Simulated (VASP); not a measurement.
# Nd3Cu (I4/mmm) in VASP: further runs

Runs on Nd3Cu. Level: PBE. Tasks: single point.

Program: VASP 6.6.1. These are calculated values, not measurements. Logs are shortened: lines on timing, memory, paths and dates and some standing lists are left out, and cuts for length are marked.

**1. The crystal as given**

Symmetry: I4/mmm, No. 139, tetragonal system. The conventional cell has a = 4.674 Å, b = 4.674 Å, c = 10.050 Å, α = 90.00°, β = 90.00°, γ = 90.00°. Nd (site symmetry 4/mmm) is surrounded by 4 Cu at 3.31 Å and 8 Nd at 3.43 Å. Nd (site symmetry -4m2) has 8 Nd at 3.31 to 3.43 Å and 4 Cu at 3.43 Å as nearest neighbours. Around Cu (site symmetry 4/mmm) lie 12 Nd at 3.31 to 3.43 Å.

The cell comes from a database or a generator and needn't be the stable form of this composition.

**2. Single point, PBE, collinear spin, ferromagnetic start**

File INCAR:

```
SYSTEM = Nd3Cu
PREC = Accurate
ENCUT = 600
EDIFF = 1E-6
ISMEAR = 0
SIGMA = 0.1
LREAL = .FALSE.
LASPH = .TRUE.
NELM = 150
ALGO = Normal
ISIF = 2
LWAVE = .FALSE.
LCHARG = .FALSE.
ISPIN = 2
MAGMOM = 3 3 3 0.6
LORBIT = 11
LMAXMIX = 6
GGA = PE
```

File KPOINTS:

```
Automatic mesh
0
G
  8 8 8
  0 0 0
```

File POSCAR:

```
Nd3Cu
1.0
   -2.3372491100      2.3372491100      5.0251541900
    2.3372491100     -2.3372491100      5.0251541900
    2.3372491100      2.3372491100     -5.0251541900
Nd Cu
3 1
Cartesian
    0.0000000000      0.0000000000      5.0251541900
    2.3372491100      0.0000000000      2.5125770950
    0.0000000000      2.3372491100      2.5125770950
    0.0000000000      0.0000000000      0.0000000000
```

Potentials or basis: VASP PAW PBE potentials, release 64 (Nd_3, Cu_pv), 4f in core.

Command:

```console
> cat potpaw_PBE.64/Nd_3/POTCAR potpaw_PBE.64/Cu_pv/POTCAR > POTCAR
> mpirun -np 1 vasp_std > vasp.out
```

OUTCAR:

```text
SYSTEM = Nd3Cu
   PREC = Accurate
   ENCUT = 600
   EDIFF = 1E-6
   ISMEAR = 0
   LREAL = .FALSE.
   LASPH = .TRUE.
   NELM = 150
   ISIF = 2
   ISPIN = 2
   LORBIT = 11
   GGA = PE

 ion  position               nearest neighbor table
   1  0.500  0.500  0.000-   2 3.43   3 3.43   2 3.43   3 3.43   2 3.43   3 3.43   2 3.43   3 3.43

   2  0.250  0.750  0.500-   3 3.31   3 3.31   3 3.31   3 3.31   1 3.43   1 3.43   1 3.43   1 3.43

   3  0.750  0.250  0.500-   2 3.31   2 3.31   2 3.31   2 3.31   1 3.43   1 3.43   1 3.43   1 3.43

   4  0.000  0.000  0.000-

  LATTYP: Found a body centered tetragonal cell.
 ALAT       =     4.6744982200
 C/A-ratio  =     2.1500293522

  Lattice vectors:

 A1 = (  -2.3372491100,   2.3372491100,   5.0251541900)
 A2 = (   2.3372491100,  -2.3372491100,   5.0251541900)
 A3 = (   2.3372491100,   2.3372491100,  -5.0251541900)

Analysis of symmetry for initial positions (statically):
=====================================================================
 Subroutine PRICEL returns:
 Original cell was already a primitive cell.

 Routine SETGRP: Setting up the symmetry group for a
 body centered tetragonal supercell.

 Subroutine GETGRP returns: Found 16 space group operations
 (whereof 16 operations were pure point group operations)
 out of a pool of 16 trial point group operations.

The static configuration has the point symmetry D_4h.

Analysis of symmetry for dynamics (positions and initial velocities):
=====================================================================
 Subroutine PRICEL returns:
 Original cell was already a primitive cell.

 Routine SETGRP: Setting up the symmetry group for a
 body centered tetragonal supercell.

 Subroutine GETGRP returns: Found 16 space group operations
 (whereof 16 operations were pure point group operations)
 out of a pool of 16 trial point group operations.

The dynamic configuration has the point symmetry D_4h.

Analysis of structural, dynamic, and magnetic symmetry:
=====================================================================
 Subroutine PRICEL returns:
 Original cell was already a primitive cell.

 Routine SETGRP: Setting up the symmetry group for a
 body centered tetragonal supercell.

 Subroutine GETGRP returns: Found 16 space group operations
 (whereof 16 operations were pure point group operations)
 out of a pool of 16 trial point group operations.

The overall configuration has the point symmetry D_4h.

 Subroutine INISYM returns: Found 16 space group operations
 (whereof 16 operations are pure point group operations),
 and found     1 'primitive' translations

----------------------------------------------------------------------------------------

                                     Primitive cell

  volume of cell :     109.8043

  direct lattice vectors                    reciprocal lattice vectors
    -2.337249110  2.337249110  5.025154190     0.000000000  0.213926705  0.099499434
     2.337249110 -2.337249110  5.025154190     0.213926705  0.000000000  0.099499434
     2.337249110  2.337249110 -5.025154190     0.213926705  0.213926705  0.000000000

  length of vectors
     6.014785236  6.014785236  6.014785236     0.235933831  0.235933831  0.302538047

  position of ions in fractional coordinates (direct lattice)
     0.500000000  0.500000000  0.000000000
     0.250000000  0.750000000  0.500000000
     0.750000000  0.250000000  0.500000000
     0.000000000  0.000000000  0.000000000

  ion indices of the primitive-cell ions
   primitive index   ion index
                 1           1
                 2           2
                 3           3
                 4           4

----------------------------------------------------------------------------------------

 KPOINTS: Automatic mesh

Automatic generation of k-mesh.
 Grid dimensions read from file:
 generate k-points for:    8    8    8

 Generating k-lattice:

  Cartesian coordinates                     Fractional coordinates (reciprocal lattice)
     0.000000000  0.026740838  0.012437429     0.125000000  0.000000000  0.000000000
     0.026740838  0.000000000  0.012437429     0.000000000  0.125000000  0.000000000
     0.026740838  0.026740838  0.000000000     0.000000000  0.000000000  0.125000000

  Length of vectors
     0.029491729  0.029491729  0.037817256

  Shift w.r.t. Gamma in fractional coordinates (k-lattice)
     0.000000000  0.000000000  0.000000000

 Subroutine IBZKPT returns following result:
 ===========================================

 Found     59 irreducible k-points:

 Following reciprocal coordinates:
            Coordinates               Weight
  0.000000  0.000000  0.000000      1.000000
  0.125000 -0.000000  0.000000      8.000000
  0.250000 -0.000000  0.000000      8.000000
  0.375000 -0.000000  0.000000      8.000000
  0.500000 -0.000000  0.000000      4.000000
  0.125000  0.125000  0.000000      8.000000
[... 16 lines left out ...]
  0.250000  0.125000  0.125000     16.000000
  0.375000  0.125000  0.125000      8.000000
 [... further k-points ...]
   k-points           NKPTS =     59   k-points in BZ     NKDIM =     59   number of bands    NBANDS=     35
   number of dos      NEDOS =    301   number of ions     NIONS =      4
   total plane-waves  NPLWV = 110592
   dimension x,y,z NGX =    48 NGY =   48 NGZ =   48
   dimension x,y,z NGXF=    96 NGYF=   96 NGZF=   96
   ions per type =               3   1
   NGX,Y,Z   is equivalent  to a cutoff of  13.27, 13.27, 13.27 a.u.
   NGXF,Y,Z  is equivalent  to a cutoff of  26.53, 26.53, 26.53 a.u.
 SYSTEM =  Nd3Cu
   PREC   = accura    normal or accurate (medium, high low for compatibility)
   ISTART =      0    job   : 0-new  1-cont  2-samecut
   ICHARG =      2    charge: 1-file 2-atom 10-const
   ISPIN  =      2    spin polarized calculation?
   LNONCOLLINEAR =      F non collinear calculations
   LSORBIT =      F    spin-orbit coupling
   LASPH  =      T    aspherical Exc in radial PAW
   ENCUT  =  600.0 eV  44.10 Ry    6.64 a.u.  12.01 12.01 12.01*2*pi/ulx,y,z
   NELM   =    150;   NELMIN=  2; NELMDL= -5     # of ELM steps
   EDIFF  = 0.1E-05   stopping-criterion for ELM
   LREAL  =      F    real-space projection
   EDIFFG = 0.1E-04   stopping-criterion for IOM
   NSW    =      0    number of steps for IOM
   IBRION =     -1    ionic relax: 0-MD 1-quasi-New 2-CG
   NFREE  =      0    steps in history (QN), initial steepest desc. (CG)
   ISIF   =      2    stress and relaxation
   ISYM   =      2    0-nonsym 1-usesym 2-fastsym
   POTIM  = 0.5000    time-step for ionic-motion
   TEBEG  =    0.0;   TEEND  =   0.0 temperature during run
   PSTRESS=    0.0 pullay stress
   NELECT =      50.0000    total number of electrons
   NUPDOWN=      -1.0000    fix difference up-down
   EMIN   =  10.00;   EMAX   =-10.00  energy-range for DOS
   EFERMI =   0.00;   METHOD = LEGACY
   ISMEAR =     0;   SIGMA  =   0.10  broadening in eV -4-tet -1-fermi 0-gaus
   EFERMI_NEDOS =   21; number of points for ismear=-14 and -15
   IALGO  =     38    algorithm
   IMIX   =      4    mixing-type and parameters
     AMIX     =   0.40;   BMIX     =  1.00
     AMIX_MAG =   1.60;   BMIX_MAG =  1.00
  volume/ion in A,a.u.               =      27.45       185.25
  Fermi-wavevector in a.u.,A,eV,Ry     =   1.259481  2.380074 21.582826  1.586293
  Thomas-Fermi vector in A             =   2.393039
   LORBIT       =     11    0 simple, 1 ext, 2 COOP (PROOUT), +10 PAW based schemes
   GGA     = PE    functional components
   LHFCALC =     F    Hartree Fock is set to
   AEXX    =    0.0000 exact exchange contribution
   IVDW    =     0    specifies the selected vdW correction
   LEPSILON=     F    determine dielectric tensor
   LRPA    =     F    only Hartree local field effects (RPA)
 spin polarized calculation
 Gauss-broadening in eV      SIGMA  =   0.10
  energy-cutoff  :      600.00
  volume of cell :      109.80
 maximum number of plane-waves:      3696
   NGX = 23   NGY = 23   NGZ = 23

 number of electron      49.9999980 magnetization       0.0214097

 number of electron      49.9999980 magnetization      -0.0002832

 Free energy of the ion-electron system (eV)
  ---------------------------------------------------
  ext. energy  EPLUGINS =         0.00000000
  ---------------------------------------------------
  free energy    TOTEN  =       -17.30070630 eV

  energy without entropy =      -17.27882047  energy(sigma->0) =      -17.28976339

 E-fermi :   3.9280     XC(G=0): -10.3232

 val. band max:        3.9258358308   @ k =  -0.2500   0.1250  -0.0000
 cond. band min:       3.9353771161   @ k =   0.2500   0.2500   0.1250
 fundamental gap:      0.0095412853
 Fermi energy:         3.9280363432

 spin component 1

 k-point     1 :       0.0000    0.0000    0.0000
  band No.  band energies     occupation
      1     -65.5756      1.00000
      2     -65.5756      1.00000
      3     -65.5341      1.00000
      4     -33.9050      1.00000
      5     -33.6465      1.00000
      6     -33.5255      1.00000
[... 27 lines left out ...]
     34       9.0024      0.00000
     35       9.0024      0.00000

 k-point     2 :       0.1250   -0.0000    0.0000
  band No.  band energies     occupation
      1     -65.5757      1.00000
      2     -65.5756      1.00000
      3     -65.5341      1.00000
      4     -33.8921      1.00000
      5     -33.6492      1.00000
      6     -33.5360      1.00000
[... 27 lines left out ...]
     34       8.7334      0.00000
     35       9.1264      0.00000
[... 796 lines left out ...]
     34       8.0641      0.00000
     35       8.6934      0.00000

 k-point    24 :       0.3750    0.1250    0.1250
  band No.  band energies     occupation
      1     -65.5756      1.00000
      2     -65.5756      1.00000
      3     -65.5343      1.00000
      4     -33.7717      1.00000
      5     -33.6614      1.00000
      6     -33.6422      1.00000
[... 27 lines left out ...]
     34       7.9901      0.00000
     35       8.6999      0.00000

 [... further k-points ...]

 spin component 2

 k-point     1 :       0.0000    0.0000    0.0000
  band No.  band energies     occupation
      1     -65.5757      1.00000
      2     -65.5757      1.00000
      3     -65.5341      1.00000
      4     -33.9051      1.00000
      5     -33.6465      1.00000
      6     -33.5256      1.00000
[... 27 lines left out ...]
     34       9.0024      0.00000
     35       9.0024      0.00000

 k-point     2 :       0.1250   -0.0000    0.0000
  band No.  band energies     occupation
      1     -65.5757      1.00000
      2     -65.5756      1.00000
      3     -65.5342      1.00000
      4     -33.8922      1.00000
      5     -33.6492      1.00000
      6     -33.5360      1.00000
[... 27 lines left out ...]
     34       8.7333      0.00000
     35       9.1264      0.00000
[... 796 lines left out ...]
     34       8.0641      0.00000
     35       8.6933      0.00000

 k-point    24 :       0.3750    0.1250    0.1250
  band No.  band energies     occupation
      1     -65.5757      1.00000
      2     -65.5757      1.00000
      3     -65.5344      1.00000
      4     -33.7717      1.00000
      5     -33.6615      1.00000
      6     -33.6422      1.00000
[... 27 lines left out ...]
     34       7.9900      0.00000
     35       8.6999      0.00000

 [... further k-points ...]

------------------------ aborting loop because EDIFF is reached ----------------------------------------

  FORCE on cell =-STRESS in cart. coord.  units (eV):
  Direction    XX          YY          ZZ          XY          YZ          ZX
  --------------------------------------------------------------------------------------
  -------------------------------------------------------------------------------------
  Total        0.6356202      0.6356202      0.6855701      0.0000000      0.0000000      0.0000000
  in kB        9.2744653      9.2744653     10.0032952      0.0000000      0.0000000      0.0000000
  external PRESSURE =       9.5174086 kB  Pullay stress =       0.0000000 kB

 VOLUME and BASIS-vectors are now :
 -----------------------------------------------------------------------------
  energy-cutoff  :      600.00
  volume of cell :      109.80
      direct lattice vectors                 reciprocal lattice vectors
    -2.337249110  2.337249110  5.025154190     0.000000000  0.213926705  0.099499434
     2.337249110 -2.337249110  5.025154190     0.213926705  0.000000000  0.099499434
     2.337249110  2.337249110 -5.025154190     0.213926705  0.213926705  0.000000000

 POSITION                                       TOTAL-FORCE (eV/Angst)
 -----------------------------------------------------------------------------------
      0.00000      0.00000      5.02515        -0.000000      0.000000     -0.000000
      2.33725      0.00000      2.51258        -0.000000      0.000000      0.000000
      0.00000      2.33725      2.51258         0.000000     -0.000000     -0.000000
      0.00000      0.00000      0.00000        -0.000000      0.000000     -0.000000
 -----------------------------------------------------------------------------------
    total drift:                                0.000000     -0.000000      0.000000

  FREE ENERGIE OF THE ION-ELECTRON SYSTEM (eV)
  ---------------------------------------------------
  free  energy   TOTEN  =       -17.3007063049 eV

  energy  without entropy=      -17.2788204704  energy(sigma->0) =      -17.28976339

 total charge

# of ion       s       p       d       tot
------------------------------------------
    1        2.160   5.772   1.040   8.972
    2        2.159   5.764   1.107   9.030
    3        2.159   5.764   1.107   9.030
    4        0.312   6.108   8.861  15.280
--------------------------------------------------
tot          6.790  23.407  12.115  42.313

 magnetization (x)

# of ion       s       p       d       tot
------------------------------------------
    1        0.000  -0.000  -0.000  -0.000
    2       -0.000  -0.000  -0.000  -0.000
    3       -0.000  -0.000  -0.000  -0.000
    4        0.000  -0.000  -0.000  -0.000
--------------------------------------------------
tot         -0.000  -0.000  -0.000  -0.000
```

Run time: 13 min. Hardware: 1 thread of Intel Xeon Platinum 8488C (Sapphire Rapids), shared host; peak memory 0.68 GiB.

What came out:

```
Free energy                                           : -17.3007 eV
Pressure                                              : 1.0 GPa
Band gap on the k mesh                                : none (metal or under the smearing width)
Net moment                                            : 0.00 μB per cell
Valence electrons inside the program's atomic spheres : Nd 8.97, 9.03; Cu 15.28
```

Levels at points of the mesh, in eV from the Fermi level:
Spin up:
```csv
k point,band 23,band 24,band 25,band 26,band 27,band 28
"(0.00, 0.00, 0.00)",-1.41,-0.65,0.03,0.03,1.12,1.37
"(0.50, 0.00, 0.00)",-0.86,-0.54,-0.47,0.50,0.77,1.53
"(0.50, 0.50, 0.00)",-0.74,-0.44,-0.22,0.32,1.20,1.38
"(0.50, 0.50, 0.50)",-1.45,-0.60,-0.45,-0.45,-0.13,1.36
```
Spin down:
| k point | band 23 | band 24 | band 25 | band 26 | band 27 | band 28 |
| --- | --- | --- | --- | --- | --- | --- |
| (0.00, 0.00, 0.00) | -1.41 | -0.65 | 0.03 | 0.03 | 1.12 | 1.37 |
| (0.50, 0.00, 0.00) | -0.86 | -0.54 | -0.47 | 0.50 | 0.77 | 1.53 |
| (0.50, 0.50, 0.00) | -0.74 | -0.44 | -0.22 | 0.32 | 1.20 | 1.38 |
| (0.50, 0.50, 0.50) | -1.45 | -0.60 | -0.45 | -0.45 | -0.13 | 1.36 |

Caveat: the magnetic or orbital state may not be the lowest; spin-orbit coupling is left out, which moves the levels of the heavy elements; the 4f electrons are frozen in the core as for a trivalent ion, so they carry no moment and show no levels. The state reached can hang on the start; a lower one may exist.

(Continued in part 2 of 2.)
